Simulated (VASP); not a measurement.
The system is GeSb2Te4.

```xyz
14
Lattice="0.1007 6.3130 6.4039 6.4976 0.0283 6.4762 6.3589 6.2467 0.1670" Properties=species:S:1:pos:R:3 pbc="T T T"
Ge    3.2704    3.2225    3.4021
Ge   12.7740    6.2617    6.6998
Sb    8.2737    7.7389    8.1577
Sb    8.1227    4.5872    5.0239
Sb    4.8098    7.9525    4.8979
Sb    4.8904    4.6726    7.7609
Te    7.9868    4.7499    7.8262
Te    4.9719    4.9540    4.9735
Te    7.9292    7.6777    5.1189
Te    4.8133    7.5983    8.1395
Te   11.1522    8.0021    8.2068
Te    8.1873   10.8486    8.2466
Te    8.2562    8.0629   11.2223
Te   11.3251   10.9251   11.3128
```

The cell was built by a generator and needn't be a form met in nature.

* Program: VASP 6.6.1
* Task: relaxation of cell and atoms
* Functional: PBE
* Potentials or basis: VASP PAW PBE potentials, release 64 (Ge_d, Sb, Te)
* Cutoff: 520 eV
* k mesh: 3 × 3 × 3
* Occupations: gaussian, width 0.15 eV
* Spin: no spin polarisation

At the start: pressure 1.6 GPa; volume 36.27 Å³/atom.

Task: How do energy, volume and symmetry change on relaxing?

Result: Over 28 steps the energy falls by 64.2 meV/atom and the volume is 36.65 Å³/atom (+1.0 %); space group Cc (No. 9, to 0.05 Å).

Step by step:
```csv
step,energy change (eV),largest force (eV/Å),pressure (GPa),volume (Å³)
1,0.0000,1.3805,1.64,507.83
2,-0.5198,0.6380,-1.04,535.36
3,-0.5201,0.6480,-1.04,534.71
4,-0.7110,0.4417,-0.39,522.21
5,-0.7826,0.2962,0.47,508.70
6,-0.8269,0.2569,-0.03,513.19
7,-0.8275,0.2618,-0.08,513.79
8,-0.8488,0.1968,-0.07,513.36
9,-0.8655,0.1302,-0.03,512.75
10,-0.8561,0.2342,0.08,511.49
11,-0.8686,0.1249,-0.02,512.34
12,-0.8772,0.1142,0.09,511.40
13,-0.8777,0.1158,0.11,511.13
14,-0.8844,0.0815,-0.03,513.41
15,-0.8854,0.1022,-0.09,514.64
16,-0.8885,0.0874,0.02,512.93
17,-0.8890,0.0932,0.12,512.09
18,-0.8907,0.0780,0.09,512.21
19,-0.8938,0.0534,0.06,512.58
20,-0.8942,0.0616,0.04,512.71
21,-0.8943,0.0673,0.03,512.85
22,-0.8956,0.0549,0.00,513.37
23,-0.8961,0.0515,-0.07,514.08
24,-0.8970,0.0454,-0.03,513.76
25,-0.8979,0.0467,0.02,513.04
26,-0.8984,0.0416,-0.01,513.18
27,-0.8987,0.0308,-0.02,513.32
28,-0.8992,0.0249,0.01,513.13
```

Final structure:
```
Ge Sb Te
1.0
     0.01570    6.39002    6.34568
     6.34392    0.00571    6.35852
     6.33464    6.38911    0.01456
Ge Sb Te
2 4 8
Direct
  0.24839 0.24994 0.24991
  0.99742 0.00070 0.99873
  0.62215 0.62941 0.61954
  0.12139 0.62396 0.62703
  0.62515 0.12450 0.62644
  0.62000 0.62274 0.12442
  0.37653 0.85814 0.38038
  0.37845 0.37549 0.38656
  0.37695 0.38321 0.85653
  0.85620 0.38269 0.37605
  0.39054 0.86973 0.86929
  0.86344 0.39330 0.86596
  0.86982 0.86910 0.39034
  0.86414 0.86825 0.87310
```
